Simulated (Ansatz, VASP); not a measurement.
# SnSe2: VASP beside Ansatz

Aim: how closely do two programs agree when they are given the same cell, functional and k mesh? The cell is taken from a series of VASP runs on this material, whose earlier steps may have relaxed, scaled or displaced it; both programs get it as it stands.

Method: plane waves, with VASP 6.6.1 beside it; band structure at PBE0 and band structure at r2SCAN-EpsX with an exact-exchange share of 0.085, in Ansatz 0.2.0.

## 1. Starting point

The structure is trigonal, space group P-3m1 (No. 164). The conventional cell has a = 3.811 Å, b = 3.811 Å, c = 6.141 Å, α = 90.00°, β = 90.00°, γ = 120.00°. Nearest to Sn lie 6 Se at 2.68 Å. Se has 3 Sn at 2.68 Å nearest. Farther neighbours and most contacts between anions are not listed.

Coordinates:

```cif
data_structure
_symmetry_space_group_name_H-M 'P-3m1'
_symmetry_Int_Tables_number 164
_cell_length_a 3.8108
_cell_length_b 3.8108
_cell_length_c 6.1410
_cell_angle_alpha 90.000
_cell_angle_beta 90.000
_cell_angle_gamma 120.000
_cell_volume 77.23
loop_
_atom_site_label
_atom_site_type_symbol
_atom_site_symmetry_multiplicity
_atom_site_Wyckoff_symbol
_atom_site_fract_x
_atom_site_fract_y
_atom_site_fract_z
_atom_site_occupancy
Sn1 Sn 1 a 0.00000 0.00000 0.00000 1
Se1 Se 2 d 0.66667 0.33333 0.75080 1
```

## 2. VASP: band structure, PBE0

Levels along a path test the potential and the projectors away from the mesh points.

Lines of VASP's logs that name or quote its potential files are left out, and so is its time.

The run reads the wave functions of an earlier VASP run, which isn't shown here.

INCAR reads:

```
SYSTEM = SnSe2
PREC = Accurate
ENCUT = 350
EDIFF = 1E-06
NELM = 100
ISMEAR = 0
SIGMA = 0.03
LREAL = .FALSE.
ALGO = Normal
LHFCALC = .TRUE.
AEXX = 0.25
GGA = PE
LASPH = .TRUE.
NBANDS = 19
PRECFOCK = Fast
HFRCUT = -1
LORBIT = 11
LWAVE = .FALSE.
LCHARG = .FALSE.
KPAR = 4
```

POSCAR reads:

```
SnSe2
1.0
    3.8108000000      0.0000000000      0.0000000000
   -1.9054000000      3.3002496087      0.0000000000
    0.0000000000      0.0000000000      6.1410000000
Sn Se
1 2
Direct
    0.0000000000      0.0000000000      0.0000000000
    0.6666666667      0.3333333333      0.7508000000
    0.3333333333      0.6666666667      0.2492000000
```

KPOINTS reads:

```
Automatic mesh
0
Gamma
4 4 3
0 0 0
```

KPOINTS_OPT reads:

```
Line mode
10
Line-mode
Reciprocal
  0.00000000   0.00000000   0.00000000 GAMMA
  0.50000000   0.00000000   0.00000000 M

  0.50000000   0.00000000   0.00000000 M
  0.33333333   0.33333333   0.00000000 K

  0.33333333   0.33333333   0.00000000 K
  0.00000000   0.00000000   0.00000000 GAMMA

  0.00000000   0.00000000   0.00000000 GAMMA
  0.00000000   0.00000000   0.50000000 A

  0.00000000   0.00000000   0.50000000 A
  0.50000000   0.00000000   0.50000000 L

  0.50000000   0.00000000   0.50000000 L
  0.33333333   0.33333333   0.50000000 H

  0.33333333   0.33333333   0.50000000 H
  0.00000000   0.00000000   0.50000000 A

  0.50000000   0.00000000   0.50000000 L
  0.50000000   0.00000000   0.00000000 M

  0.33333333   0.33333333   0.00000000 K
  0.33333333   0.33333333   0.50000000 H
```

Potentials, in the order of the species: Sn_d and Se (PBE family, release 64).

Command:

```
mpirun -np 4 vasp_std
```

Numbers of over 12 decimals in the logs are rounded to 6 here.

The log of the run:

```text
[banner, memory and clock lines left out]
running    4 mpi-ranks, on    1 nodes
 distrk:  each k-point on    1 cores,    4 groups
 distr:  one band on    1 cores,    1 groups

 POSCAR found type information on POSCAR SnSe
 POSCAR found :  2 types and       3 ions
 LDA part: xc-table for (Slater+PW92), standard interpolation
 found WAVECAR, reading the header
 POSCAR, INCAR and KPOINTS ok, starting setup
 FFT: planning ... GRIDC
 FFT: planning ... GRID_SOFT
 FFT: planning ... GRID
 HFRCUT set to (new)   9.601039
 reading WAVECAR
 the WAVECAR file was read successfully
 initial charge from wavefunction
 entering main loop
       N       E                     dE             d eps       ncg     rms          rms(c)
DAV:   1    -0.159380342210E+02   -0.15938E+02   -0.16067E+00   397   0.138E+01    0.248E+00
DAV:   2    -0.159653260659E+02   -0.27292E-01   -0.10208E-01   366   0.159E+00    0.171E+00
DAV:   3    -0.159610695271E+02    0.42565E-02   -0.94771E-03   468   0.717E-01    0.106E+00
DAV:   4    -0.159599581887E+02    0.11113E-02   -0.22700E-03   429   0.383E-01    0.613E-01
DAV:   5    -0.159596810053E+02    0.27718E-03   -0.46645E-04   391   0.203E-01    0.350E-01
DAV:   6    -0.159595681591E+02    0.11285E-03   -0.10122E-04   445   0.114E-01    0.196E-01
DAV:   7    -0.159595369041E+02    0.31255E-04   -0.46906E-05   377   0.596E-02    0.106E-01
DAV:   8    -0.159595309912E+02    0.59129E-05   -0.12018E-05   405   0.261E-02    0.595E-02
DAV:   9    -0.159595301242E+02    0.86699E-06   -0.20346E-06   332   0.116E-02
   1 F= -.15959530E+02 E0= -.15959530E+02  d E =-.669610E-21
 Start KPOINTS_OPT (optional k-point list driver)
k-point batch [1-9\90]
       N       E                     dE             ncg
DAV:   1    -0.100818153685E+03   -0.26502E+04      345
DAV:   2    -0.186785013482E+04   -0.17670E+04      359
DAV:   3    -0.208939026865E+04   -0.22154E+03      397
DAV:   4    -0.210064085060E+04   -0.11251E+02      399
DAV:   5    -0.210089414268E+04   -0.25329E+00      481
DAV:   6    -0.210089891569E+04   -0.47730E-02      462
DAV:   7    -0.210089900153E+04   -0.85836E-04      501
DAV:   8    -0.210089900231E+04   -0.78515E-06      359
[...]
k-point batch [82-90\90]
       N       E                     dE             ncg
DAV:   1    -0.263777801771E+03   -0.70981E+04      351
DAV:   2    -0.201118860430E+04   -0.17474E+04      356
DAV:   3    -0.220695260116E+04   -0.19576E+03      407
DAV:   4    -0.221464922782E+04   -0.76966E+01      445
DAV:   5    -0.221481231120E+04   -0.16308E+00      516
DAV:   6    -0.221481550993E+04   -0.31987E-02      492
DAV:   7    -0.221481558393E+04   -0.74003E-04      513
DAV:   8    -0.221481558464E+04   -0.70408E-06      393
```

OUTCAR, selected parts (step 2):

```text
ion  position               nearest neighbor table
   1  0.000  0.000  0.000-   2 2.68   3 2.68   3 2.68   2 2.68   2 2.68   3 2.68
   2  0.667  0.333  0.751-   1 2.68   1 2.68   1 2.68
   3  0.333  0.667  0.249-   1 2.68   1 2.68   1 2.68

  LATTYP: Found a hexagonal cell.
 ALAT       =     3.8108000000
 C/A-ratio  =     1.6114726567

 Subroutine GETGRP returns: Found 12 space group operations
 (whereof 12 operations were pure point group operations)

The static configuration has the point symmetry D_3d.

 Found      9 irreducible k-points:

   k-points           NKPTS =      9   k-points in BZ     NKDIM =     48   number of bands    NBANDS=     19

   dimension x,y,z NGX =    24 NGY =   24 NGZ =   40
   dimension x,y,z NGXF=    48 NGYF=   48 NGZF=   80

   ENCUT  =  350.0 eV  25.72 Ry    5.07 a.u.   5.81  5.81  9.37*2*pi/ulx,y,z

   NELECT =      26.0000    total number of electrons

 k-points in reciprocal lattice and weights: Automatic mesh
   0.00000000  0.00000000  0.00000000       0.021
   0.25000000 -0.00000000  0.00000000       0.125
   0.50000000 -0.00000000  0.00000000       0.062
   0.25000000  0.25000000  0.00000000       0.125
   0.00000000  0.00000000  0.33333333       0.042
   0.25000000 -0.00000000  0.33333333       0.125
   0.00000000  0.25000000  0.33333333       0.125
   0.50000000 -0.00000000  0.33333333       0.125
   0.25000000  0.25000000  0.33333333       0.250

  exchange ACFDT corr.  =         0.00000000  see jH, gK, PRB 81, 115126

 average (electrostatic) potential at core
       1 -96.4088       2 -49.2429       3 -49.2429

 E-fermi :   3.4461

 k-point     1 :       0.0000    0.0000    0.0000
  band No.  band energies     occupation
    ...
      9       2.4756      2.00000
     10       2.4756      2.00000
     11       2.8490      2.00000
     12       2.8490      2.00000
     13       3.2545      2.00000
     14       5.8357      0.00000
     15       7.7902      0.00000
     16       9.5937      0.00000
     17       9.5937      0.00000
     18      13.1110      0.00000
    ...

 k-point     2 :       0.2500   -0.0000    0.0000
  band No.  band energies     occupation
    ...
      9      -0.6840      2.00000
     10       0.7426      2.00000
     11       1.0737      2.00000
     12       3.0232      2.00000
     13       3.1276      2.00000
     14       6.7727      0.00000
     15       8.8432      0.00000
     16      10.4185      0.00000
     17      10.7054      0.00000
     18      11.5645      0.00000
    ...

 k-point     3 :       0.5000   -0.0000    0.0000
  band No.  band energies     occupation
    ...
      9      -1.6453      2.00000
     10       0.0413      2.00000
     11       0.3156      2.00000
     12       2.0200      2.00000
     13       2.9482      2.00000
     14       5.7910      0.00000
     15       8.6556      0.00000
     16      10.2749      0.00000
     17      10.4587      0.00000
     18      12.4115      0.00000
    ...

  energy-cutoff  :      350.00
  volume of cell :       77.23
      direct lattice vectors                 reciprocal lattice vectors
     3.810800000  0.000000000  0.000000000     0.262412092  0.151503692  0.000000000
    -1.905400000  3.300249609  0.000000000     0.000000000  0.303007384  0.000000000
     0.000000000  0.000000000  6.141000000     0.000000000  0.000000000  0.162839928

 POSITION                                       TOTAL-FORCE (eV/Angst)
 -----------------------------------------------------------------------------------
      0.00000      0.00000      0.00000        -0.000000      0.000000      0.000000
      1.90540      1.10008      4.61066         0.000000      0.000000     -0.212664
     -0.00000      2.20017      1.53034        -0.000000     -0.000000      0.212664
 -----------------------------------------------------------------------------------
    total drift:                                0.000001      0.000001      0.000000

  FREE ENERGIE OF THE ION-ELECTRON SYSTEM (eV)
  ---------------------------------------------------
  free  energy   TOTEN  =       -15.9595301242 eV

  energy  without entropy=      -15.9595301242  energy(sigma->0) =      -15.95953012

 total charge
# of ion       s       p       d       tot
------------------------------------------
    1        1.027   1.068  10.129  12.224
    2        1.490   2.387   0.029   3.905
    3        1.490   2.387   0.029   3.905
--------------------------------------------------
tot          4.006   5.841  10.187  20.035

[... 3 further parts left out ...]
```

The k-mesh is coarse for unscreened exact exchange, which converges slowly with it.

(Part 1 of 3 ends here.)

[Lines on the potential files, build, host, timing and source positions are cut from VASP's logs without a mark.]

[Logs are printed without paths, hosts, clocks, repeated set-up lines and the standing remarks that a program may print on its own settings, such as how far it seeks lower states.]

[Hosts, paths, dates, database ids (printed as entryN), source tags and the programs' standing remarks are cut or masked in the printed files.]
